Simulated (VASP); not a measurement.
An input for Quantum ESPRESSO's pw.x (written as the equivalent of a VASP run, and not itself run):

```
&CONTROL
  calculation = 'vc-relax'
  pseudo_dir = './pseudo'
  outdir = './out'
  tprnfor = .true.
  tstress = .true.
  nstep = 60
  forc_conv_thr = 0.00078
/
&SYSTEM
  ibrav = 0
  nat = 6
  ntyp = 2
  ecutwfc = 80
  occupations = 'smearing'
  smearing = 'gaussian'
  degauss = 0.003675
  input_dft = 'pbe'
  vdw_corr = 'grimme-d3'
  dftd3_version = 4
  dftd3_threebody = .false.
/
&ELECTRONS
  conv_thr = 7.3e-08
  electron_maxstep = 100
/
&IONS
/
&CELL
  cell_dofree = 'shape'
/
ATOMIC_SPECIES
  Mo 95.950 Mo.upf
  S 32.060 S.upf
CELL_PARAMETERS angstrom
     3.1550711    0.0000000    0.0000000
    -1.5775355    2.7323715    0.0000000
     0.0000000    0.0000000   25.4025832
ATOMIC_POSITIONS crystal
  Mo   0.6666670  0.3333330  0.3786419
  Mo   0.3333330  0.6666670  0.6213581
  S    0.3333330  0.6666670  0.4403117
  S    0.3333330  0.6666670  0.3170111
  S    0.6666670  0.3333330  0.6829889
  S    0.6666670  0.3333330  0.5596883
K_POINTS automatic
  7 7 1 0 0 0
```

Translate this input to VASP (INCAR, KPOINTS, POSCAR, choice of POTCAR).

One answer among several that fit: 
KPOINTS:
```
kpoints
0
Gamma
  7 7 1
0 0 0
```

INCAR:
```
ALGO  =  Normal
EDIFF  =  1E-6
EDIFFG  =  -0.02
ENCUT  =  400
GGA  =  PE
IBRION  =  2
ISIF  =  4
ISMEAR  =  0
IVDW  =  12
LASPH  =  T
LCHARG  =  F
LMAXMIX  =  4
LREAL  =  F
LWAVE  =  F
NELM  =  100
NSW  =  60
PREC  =  Accurate
SIGMA  =  0.05
SYSTEM  =  MoS2 bilayer
```

**POSCAR**
```
MoS2 bilayer
1
    3.1550710741     0.0000000000     0.0000000000
   -1.5775355371     2.7323714502     0.0000000000
    0.0000000000     0.0000000000    25.4025831889
Mo S
2 4
Direct
  0.6666670000   0.3333330000   0.3786419495
  0.3333330000   0.6666670000   0.6213580505
  0.3333330000   0.6666670000   0.4403117288
  0.3333330000   0.6666670000   0.3170111130
  0.6666670000   0.3333330000   0.6829888870
  0.6666670000   0.3333330000   0.5596882712
```

POTCAR, in this order: Mo_sv S (PBE.64 set). Program: vasp_std.

Limits of the translation: the potentials are each code's own (VASP's PAW set, PseudoDojo norm-conserving files in pw.x), so ENCUT and ecutwfc are chosen apart and not converted; conv_thr bounds pw.x's estimated SCF error, while EDIFF bounds the energy change between steps; forc_conv_thr acts on force components and is met together with etot_conv_thr.

The cell is a sheet with vacuum, built from a generated structure.
